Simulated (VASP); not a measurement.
Method: r2SCAN meta-GGA, VASP's PBE PAW potentials (set 64) (plane waves; VASP).

The input files of a VASP run:

**INCAR**
```
SYSTEM  =  Pt
PREC  =  Accurate; ENCUT  =  400; LREAL  =  .FALSE.
LASPH  =  .TRUE.
EDIFF  =  1E-7; NELM  =  100; ALGO  =  Normal
LMAXMIX  =  6; LMIXTAU  =  .TRUE.
ISMEAR  =  -5
METAGGA  =  R2SCAN
ISIF  =  2
LWAVE  =  .FALSE.; LCHARG  =  .FALSE.; LORBIT  =  11
NEDOS  =  601
```

**KPOINTS_OPT**
```
k-points along high-symmetry lines
6
Line-mode
Reciprocal
  0.000000   0.000000   0.000000 ! GAMMA
  0.500000   0.000000   0.000000 ! M

  0.500000   0.000000   0.000000 ! M
  0.333333   0.333333   0.000000 ! K

  0.333333   0.333333   0.000000 ! K
  0.000000   0.000000   0.000000 ! GAMMA

  0.000000   0.000000   0.000000 ! GAMMA
  0.000000   0.000000   0.500000 ! A

  0.000000   0.000000   0.500000 ! A
  0.500000   0.000000   0.500000 ! L

  0.500000   0.000000   0.500000 ! L
  0.333333   0.333333   0.500000 ! H

  0.333333   0.333333   0.500000 ! H
  0.000000   0.000000   0.500000 ! A

  0.500000   0.000000   0.500000 ! L
  0.500000   0.000000   0.000000 ! M

  0.333333   0.333333   0.500000 ! H
  0.333333   0.333333   0.000000 ! K
```

File POSCAR:
```
Pt
1
    2.7364115835     0.0000000086     0.0000000000
   -1.3682062769     2.3698017958     0.0000000000
    0.0000000000    -0.0000000000     4.7597624911
Pt
2
Direct
  0.3333330000   0.6666670000   0.2500000000
  0.6666670000   0.3333330000   0.7500000000
```

### KPOINTS
```
Automatic mesh
0
Gamma
17 17 9
0 0 0
```

POTCAR, in this order: Pt (PBE.64 set). Program: vasp_std.

Task: What will the output report for the number of irreducible k-points (NKPTS), number of bands (NBANDS), largest plane-wave count, number of space-group operations, FFT grid (NGX, NGY, NGZ)?

Result: 
The number of irreducible k-points (NKPTS) is 165 and the number of bands (NBANDS) comes out as 14. The largest plane-wave count is 586 and the number of space-group operations is 24. The FFT grid (NGX, NGY, NGZ) is 18 × 18 × 32.

The structure was generated: Pt was put into the hcp type (P6_3/mmc), which need not be its known phase. It was relaxed first.
